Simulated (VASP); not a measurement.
Consider the following.

```xyz
20
Lattice="5.2554 0.0000 0.0000 -2.6277 4.5513 0.0000 0.0000 0.0000 25.5922" Properties=species:S:1:pos:R:3 pbc="T T T"
Cu     3.9416     0.7586     8.5051
Cu     2.6277     3.0342     8.5051
Cu     1.3139     0.7586     8.5051
Cu    -1.3139     3.7928    10.6506
Cu     0.0000     1.5171    10.6506
Cu     1.3139     3.7928    10.6506
Cu     1.3139     2.2757    12.7961
Cu     2.6277     0.0000    12.7961
Cu    -1.3139     2.2757    12.7961
Cu     3.9416     0.7586    14.9416
Cu     2.6277     3.0342    14.9416
Cu     1.3139     0.7586    14.9416
Cu    -1.3139     3.7928    17.0871
Cu     0.0000     1.5171    17.0871
Cu     1.3139     3.7928    17.0871
Au     0.0000     3.0342     8.5051
Au     2.6277     1.5171    10.6506
Au     0.0000     0.0000    12.7961
Au     0.0000     3.0342    14.9416
Au     2.6277     1.5171    17.0871
```

Calculation: PBEsol GGA, VASP's PBE PAW potentials (set 64) (plane waves; VASP). Numerical set-up: PREC = Normal, LREAL = Auto, EDIFF = 1E-5, 400 eV cut-off, 6×6×1 Γ-centred mesh, first-order Methfessel-Paxton smearing of 0.10 eV, potentials Cu Au.

Task: The ions are relaxed. Give the cell that the relaxation ends in.

Result: 
```xyz
20
Lattice="5.2554 0.0000 0.0000 -2.6277 4.5513 0.0000 0.0000 0.0000 25.5922" Properties=species:S:1:pos:R:3 pbc="T T T"
Cu     3.9768     0.7382     8.5505
Cu     2.6277     3.0749     8.5505
Cu     1.2786     0.7382     8.5505
Cu    -1.3103     3.7907    10.6562
Cu     0.0000     1.5212    10.6562
Cu     1.3103     3.7907    10.6562
Cu     1.3139     2.2757    12.7961
Cu     2.6277     0.0000    12.7961
Cu    -1.3139     2.2757    12.7961
Cu     3.9380     0.7606    14.9360
Cu     2.6277     3.0301    14.9360
Cu     1.3174     0.7606    14.9360
Cu    -1.3491     3.8131    17.0417
Cu     0.0000     1.4764    17.0417
Cu     1.3491     3.8131    17.0417
Au     0.0000     3.0342     8.4696
Au     2.6277     1.5171    10.6732
Au     0.0000     0.0000    12.7961
Au     0.0000     3.0342    14.9190
Au     2.6277     1.5171    17.1227
```

Task: How much energy does the relaxation gain?

Result: The energy (σ→0) changes by -3.1 meV/atom, in 10 ionic steps.

The cell is a thin slab with vacuum, built from Cu3Au (L1_2): (111) face.
